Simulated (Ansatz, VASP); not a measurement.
**Two plane-wave programs on NbCd3**

```
Nb Cd
1.0
     4.30869    0.00000    0.00000
     0.00000    4.30869    0.00000
     0.00000    0.00000    4.30869
Nb Cd
1 3
Direct
  0.00000 0.00000 0.00000
  0.00000 0.50000 0.50000
  0.50000 0.00000 0.50000
  0.50000 0.50000 0.00000
```

Alike in both runs: functional PBE; k mesh 8 × 8 × 8; occupations fermi-dirac, width 0.1 eV; no spin polarisation.

Ansatz relaxed the structure, and its values are those at the end. VASP's run is a single point on that final structure, the one shown.

```csv
,VASP,Ansatz
version,VASP 6.6.1,Ansatz 0.2.0
potentials or method,"VASP PAW PBE potentials, release 64 (Nb_sv, Cd)",PAW plane waves
plane-wave cutoff (eV),520,420
valence electrons in the cell,49,73
```

```tsv
	VASP	Ansatz	Ansatz less VASP
gap on the k mesh at the Fermi level (eV)	none	none	-
pressure (GPa)	0.4	0.0	-0.39
```

A gap of «none» marks a metal or a gap that the smearing closes. The two sets of potentials don't hold the same shells in valence.
